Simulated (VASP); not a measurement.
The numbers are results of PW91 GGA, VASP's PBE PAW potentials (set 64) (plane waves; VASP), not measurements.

A VASP calculation is set up with these files.

INCAR:
```
! general
SYSTEM  = AgCl
PREC    = Accurate
ENCUT   = 520   ! plane-wave cut-off (eV)
LREAL   = .FALSE.   ! projection in real space or not
LASPH   = .TRUE.
ICHARG  = 11   ! fixed density

! electronic loop
EDIFF   = 1E-7   ! SCF stop (eV)
NELM    = 100
ALGO    = Normal   ! blocked Davidson
LMAXMIX = 4   ! l cut-off of mixed one-centre charges

! smearing
ISMEAR  = 0
SIGMA   = 0.05   ! width (eV)

! functional
GGA     = 91   ! PW91

! output
LWAVE   = .FALSE.
LCHARG  = .FALSE.
LORBIT  = 11
```

File POSCAR:
```
AgCl
1
    0.0000000000     2.7966635702     2.7966635702
    2.7966635702     0.0000000000     2.7966635702
    2.7966635702     2.7966635702     0.0000000000
Ag Cl
1 1
Direct
  0.0000000000   0.0000000000   0.0000000000
  0.5000000000   0.5000000000   0.5000000000
```

KPOINTS:
```
k-points along high-symmetry lines
15
Line-mode
Reciprocal
  0.000000   0.000000   0.000000 ! GAMMA
  0.500000   0.000000   0.500000 ! X

  0.500000   0.000000   0.500000 ! X
  0.625000   0.250000   0.625000 ! U

  0.375000   0.375000   0.750000 ! K
  0.000000   0.000000   0.000000 ! GAMMA

  0.000000   0.000000   0.000000 ! GAMMA
  0.500000   0.500000   0.500000 ! L

  0.500000   0.500000   0.500000 ! L
  0.500000   0.250000   0.750000 ! W

  0.500000   0.250000   0.750000 ! W
  0.500000   0.000000   0.500000 ! X
```

POTCAR, in this order: Ag Cl (PBE.64 set). Program: vasp_std. Read from the step before: CHGCAR.

The resulting files:

OSZICAR:
```
       N       E                     dE             d eps       ncg     rms          rms(c)
DAV:   1     0.101414202643E+03    0.10141E+03   -0.88530E+03  2388   0.124E+03
DAV:   2    -0.141375576515E+01   -0.10283E+03   -0.96355E+02  2843   0.255E+02
DAV:   3    -0.548972165727E+01   -0.40760E+01   -0.40645E+01  2695   0.534E+01
DAV:   4    -0.552154439688E+01   -0.31823E-01   -0.31817E-01  2640   0.530E+00
DAV:   5    -0.552200317372E+01   -0.45878E-03   -0.45877E-03  2760   0.642E-01
DAV:   6    -0.552201196811E+01   -0.87944E-05   -0.87944E-05  2750   0.876E-02
DAV:   7    -0.552201215688E+01   -0.18877E-06   -0.18877E-06  2760   0.130E-02
DAV:   8    -0.552201216053E+01   -0.36491E-08   -0.36542E-08  1820   0.195E-03
   1 F= -.55220122E+01 E0= -.55220122E+01  d E =-.619494E-13
```

### OUTCAR
```
 val. band max:        3.4371810419   @ k =   0.5000   0.5000   0.5000

 cond. band min:       4.3474217547   @ k =   0.0000   0.0000   0.0000



 k-point     1 :       0.0000    0.0000    0.0000
  band No.  band energies     occupation
      1     -11.5126      2.00000
      2       1.0865      2.00000
      3       1.0865      2.00000
      4       1.0865      2.00000
      5       1.1257      2.00000
      6       1.1257      2.00000
      7       1.2229      2.00000
      8       1.2229      2.00000
      9       1.2229      2.00000
     10       4.3474      0.00000
     11      14.3090      0.00000
     12      14.3090      0.00000
     13      14.3090      0.00000

 k-point     2 :       0.0357    0.0000    0.0357
  band No.  band energies     occupation
      1     -11.5063      2.00000
      2       0.8228      2.00000
      3       1.0137      2.00000
      4       1.0137      2.00000
      5       1.0827      2.00000
      6       1.1279      2.00000
      7       1.2962      2.00000
      8       1.2962      2.00000
      9       1.4808      2.00000
     10       4.4379      0.00000
     11      14.1546      0.00000
     12      14.2400      0.00000
     13      14.2400      0.00000

 k-point     3 :       0.0714    0.0000    0.0714
  band No.  band energies     occupation
      1     -11.4877      2.00000
      2       0.4610      2.00000
      3       0.9037      2.00000
      4       0.9037      2.00000
      5       1.0713      2.00000
      6       1.1344      2.00000
      7       1.4070      2.00000
      8       1.4070      2.00000
      9       1.7173      2.00000
     10       4.6970      0.00000
     11      13.8265      0.00000
     12      14.0747      0.00000
     13      14.0747      0.00000

 k-point     4 :       0.1071    0.0000    0.1071
  band No.  band energies     occupation
      1     -11.4582      2.00000
      2       0.1098      2.00000
      3       0.7980      2.00000
      4       0.7980      2.00000
...
```

The density is held fixed in this step, so its total energy and stress have no physical meaning.

The compound is AgCl in the rock salt structure. It was relaxed first.
